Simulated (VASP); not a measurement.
**YC (relaxed from the zinc blende structure, space group F-43m): computed properties**

Calculation: PBEsol GGA, VASP's PBE PAW potentials (set 64) (plane waves; VASP).

For YC, the space group is F-43m (216), the cell is a = b = c = 5.388 Å, α = β = γ = 90.00° and the volume per atom is 19.55 Å³/atom. The band gap (over mesh and band path) is none (metal, semimetal or under 0.01 eV) and the density comes out as 4.29 g/cm³.

Space group F-43m (No. 216); a = b = c = 5.3876 Å, α = β = γ = 90.00°

| atom | site | symmetry | x | y | z |
|---|---|---|---|---|---|
| Y | 4a | -43m | 0.0000 | 0.0000 | 0.0000 |
| C | 4d | -43m | 0.7500 | 0.7500 | 0.7500 |
(The calculation used a cell of 2 atoms; values per cell refer to that cell.)

The structure was generated: YC was put into the zinc blende type (F-43m), which need not be its known phase. It was relaxed first, which changed the volume by -33 %. Symmetry was kept, so distortions that lower it aren't found. The electron count is odd and the run is not spin-polarised, which forces a metal.
